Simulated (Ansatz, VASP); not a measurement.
NaY in VASP and in Ansatz

INCAR

```
PREC = Accurate ; ENCUT = 520
EDIFF = 1E-7 ; ISMEAR = 0
SIGMA = 0.1 ; LREAL = False
LASPH = True ; NELM = 100
ALGO = Normal ; ISIF = 2
LWAVE = False ; LCHARG = True
GGA = PE ; LELF = True
LVHAR = True ; NBANDS = 16
```

The input KPOINTS:

```
regular mesh
0
Gamma
  6 6 6
```

POSCAR

```
NaY
1.0
    3.5243576500      0.0000000000      0.0000000000
    0.0000000000      3.5243576500      0.0000000000
    0.0000000000      0.0000000000      3.5243576500
Na Y
1 1
Direct
    0.0000000000      0.0000000000      0.0000000000
    0.5000000000      0.5000000000      0.5000000000
```

Input for Ansatz:

```yaml
crystal:
  lattice:
    - [3.52435765, 0.0, 0.0]
    - [0.0, 3.52435765, 0.0]
    - [0.0, 0.0, 3.52435765]
  atoms:
    - { symbol: Na, position: [0.0, 0.0, 0.0] }
    - { symbol: "Y", position: [0.5, 0.5, 0.5] }
basis:
  ecutwfc: 420
kpoints:
  mp_grid: { grid: [6, 6, 6] }
hamiltonian:
  xc: pbe
scf:
  occupations: { method: gaussian, width: 0.1 }
  lower_state_search: "off"
output:
  forces: true
  stress: true
  eigenvalues: true
```

Change from the starting cell: species swapped into the HoAu type (Pm-3m, No. 221).

Alike in both runs: task single point; functional PBE; k mesh 6 × 6 × 6; occupations gaussian, width 0.1 eV; no spin polarisation.

|  | VASP | Ansatz |
| --- | --- | --- |
| version | VASP 6.6.1 | Ansatz 0.2.0 |
| potentials or method | VASP PAW PBE potentials, release 64 (Na_pv, Y_sv) | scalar-relativistic, plane waves, PAW |
| plane-wave cutoff (eV) | 520 | 420 |
| valence electrons in the cell | 18 | 20 |

|  | VASP | Ansatz | Ansatz less VASP |
| --- | --- | --- | --- |
| gap on the k mesh at the Fermi level (eV) | none | none | - |
| pressure (GPa) | 18.5 | 18.5 | +0.06 |

A gap of «none» marks a metal or a gap that the smearing closes. The two sets of potentials don't hold the same shells in valence.

Caveats: so large a pressure means that the cell lies far from this level's equilibrium, or that cutoff or potentials fall short (VASP).
